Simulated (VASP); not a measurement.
VASP ran on this input.

INCAR:
```
SYSTEM=NiN
PREC=Accurate; ENCUT=520; LREAL=F
LASPH=T
EDIFF=1E-6; NELM=100; ALGO=Normal
LMAXMIX=4
ISMEAR=1; SIGMA=0.1
GGA=PE
MAGMOM=2*2.0 2*0.0
ISPIN=2
IBRION=2; NSW=60; ISIF=3
EDIFFG=-0.02
LWAVE=F; LCHARG=F; LORBIT=10
```

KPOINTS:
```
Automatic mesh
0
Gamma
11 11 6
0 0 0
```

POSCAR:
```
NiN
1
    2.8110233159    -0.0000000000     0.0000000000
   -1.4055116580     2.4344173316    -0.0000000000
    0.0000000000     0.0000000000     4.8504569728
Ni N
2 2
Direct
  0.0000000000   0.0000000000   0.0000000000
  0.0000000000   0.0000000000   0.5000000000
  0.3333330000   0.6666670000   0.2500000000
  0.6666670000   0.3333330000   0.7500000000
```

POTCAR, in this order: Ni N (PBE.64 set). Program: vasp_std.

Write an equivalent input for Quantum ESPRESSO's pw.x.

One equivalent input (not run):
```
&CONTROL
  calculation = 'vc-relax'
  pseudo_dir = './pseudo'
  outdir = './out'
  tprnfor = .true.
  tstress = .true.
  nstep = 60
  forc_conv_thr = 0.00078
/
&SYSTEM
  ibrav = 0
  nat = 4
  ntyp = 2
  ecutwfc = 98
  occupations = 'smearing'
  smearing = 'methfessel-paxton'
  degauss = 0.00735
  input_dft = 'pbe'
  nspin = 2
  starting_magnetization(1) = 0.2
/
&ELECTRONS
  conv_thr = 7.3e-08
  electron_maxstep = 100
/
&IONS
/
&CELL
/
ATOMIC_SPECIES
  Ni 58.693 Ni.upf
  N 14.007 N.upf
CELL_PARAMETERS angstrom
     2.8110233   -0.0000000    0.0000000
    -1.4055117    2.4344173   -0.0000000
     0.0000000    0.0000000    4.8504570
ATOMIC_POSITIONS crystal
  Ni   0.0000000  0.0000000  0.0000000
  Ni   0.0000000  0.0000000  0.5000000
  N    0.3333330  0.6666670  0.2500000
  N    0.6666670  0.3333330  0.7500000
K_POINTS automatic
  11 11 6 0 0 0
```
Limits of the translation: the potentials are each code's own (VASP's PAW set, PseudoDojo norm-conserving files in pw.x), so ENCUT and ecutwfc are chosen apart and not converted; conv_thr bounds pw.x's estimated SCF error, while EDIFF bounds the energy change between steps; starting_magnetization is a fraction of the valence charge and MAGMOM a moment in μB, so they match only roughly; forc_conv_thr acts on force components and is met together with etot_conv_thr.

The structure was generated: NiN was put into the NiAs type type (P6_3/mmc), which need not be its known phase. This run relaxes it. Symmetry was kept, so distortions that lower it aren't found. The start is the result of an earlier pass.
